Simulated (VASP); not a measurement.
Given:

```
Li2O
1.0
    0.00000     2.20145     2.20145
    2.20145     0.00000     2.20145
    2.20145     2.20145     0.00000
Li O
2 1
Direct
  0.25000   0.25000   0.25000
  0.75000   0.75000   0.75000
  0.00000   0.00000   0.00000
```

The numbers are results of LDA (Ceperley-Alder, Perdew-Zunger), VASP's LDA PAW potentials (set 64) (plane waves; VASP), not measurements. Run with 520 eV cut-off, 10×10×10 Γ-centred mesh, Gaussian smearing of 0.050 eV, potentials Li_sv O.

Question: Give the stress tensor in GPa (positive for a compressed cell).

Answer: 
```
6.60  0.00  0.00
0.00  6.60  0.00
0.00  0.00  6.60
```
The pressure is its mean diagonal, 6.60 GPa.

The compound is Li2O in the antifluorite structure. This cell is one point of a volume scan, at 0.94 of the reference volume.
